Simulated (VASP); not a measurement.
**Ta3N: equation of state with PBE**

Ta3N:

```xyz
4
Lattice="3.0322 0.0000 0.0000 -1.5161 2.6260 0.0000 0.0000 0.0000 7.5241" Properties=species:S:1:pos:R:3 pbc="T T T"
Ta    1.5161    0.8753    6.2155
Ta    0.0000    1.7507    1.3087
Ta    0.0000    0.0000    3.7621
N     0.0000    0.0000    0.0000
```

The cell comes from a database or a generator and needn't be the stable form of this composition.

```yaml
Program: VASP 6.6.1
Task: equation of state
Functional: PBE
Potentials_or_basis: VASP PAW PBE potentials, release 64 (Ta_pv, N)
Cutoff: 520 eV
k_mesh: 10 × 10 × 4
Occupations: fermi-dirac, width 0.05 eV
Spin: no spin polarisation
Further_INCAR_settings: ALGO = Normal; EDIFF = 1e-07; NBANDS = 27
```

- Equilibrium volume: 14.96 Å³/atom
- Bulk modulus at fixed shape and positions: 249 GPa
- Pressure derivative of the bulk modulus: 4.1

Energy against volume, from the lowest point:
```tsv
volume (Å³/atom)	energy (meV/atom)
14.079	44.16
14.379	18.44
14.678	4.10
14.978	0.00
15.277	5.16
15.577	18.66
15.877	39.68
```

All runs of the series together: 6 min on 1 thread of AMD EPYC 9R45 (Zen 5), on a shared host.

Caveat: the cell was scaled at fixed shape and fractional positions, which overstates the stiffness of a crystal with free parameters, most of all of layers and chains. Spin-orbit coupling is left out, which matters for the levels of Ta.
